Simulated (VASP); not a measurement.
Runs of VASP 6.6.1 on BaTiO3. Symmetry: P4mm, No. 99, tetragonal system. Conventional cell: a = 3.997 Å, b = 3.997 Å, c = 4.219 Å, α = 90.00°, β = 90.00°, γ = 90.00°. Ba (site symmetry 4mm) has 12 O at 2.82 to 2.99 Å as nearest neighbours. Ti (site symmetry 4mm) is surrounded by 5 O at 1.82 to 2.01 Å. O (site symmetry 2mm) is surrounded by 2 Ti at 2.01 Å. Around O (site symmetry 4mm) lie 1 Ti at 1.82 Å. The cell is a database's computed one.

```tsv
level	potentials or basis	k mesh	grid for exact exchange (PRECFOCK)	screening parameter	exchange at q = 0	gap on the mesh (eV)	largest force (eV/Å)
LDA	VASP PAW LDA potentials, release 64 (Ba_sv, Ti_sv, O)	8 × 8 × 8	-	-	-	(b)	-
HSE06	VASP PAW PBE potentials, release 64 (Ba_sv, Ti_sv, O)	6 × 6 × 6	Fast	0.2 1/A	-	(a)	0.51
r2SCAN	VASP PAW PBE potentials, release 64 (Ba_sv, Ti_sv, O)	8 × 8 × 8	-	-	-	2.16	0.06
PBE0	VASP PAW PBE potentials, release 64 (Ba_sv, Ti_sv, O)	6 × 6 × 6	Fast	-	truncated	3.96	0.51
```

Alike in all rows: task band structure; no spin polarisation; cell as given; cutoff (eV) 450; smearing gaussian 0.02 eV.

Q: Estimate the missing entries.

A: (a) 3.23; (b) 1.68.

Caveats: spin-orbit coupling is left out, which moves the levels of the heavy elements; the PAW data sets were made with another functional, which shifts forces and pressure a little (some runs).

A k mesh can miss the band edges, and the runs leave out spin-orbit coupling on Ba.

Runs at the PBE level aren't shown here.
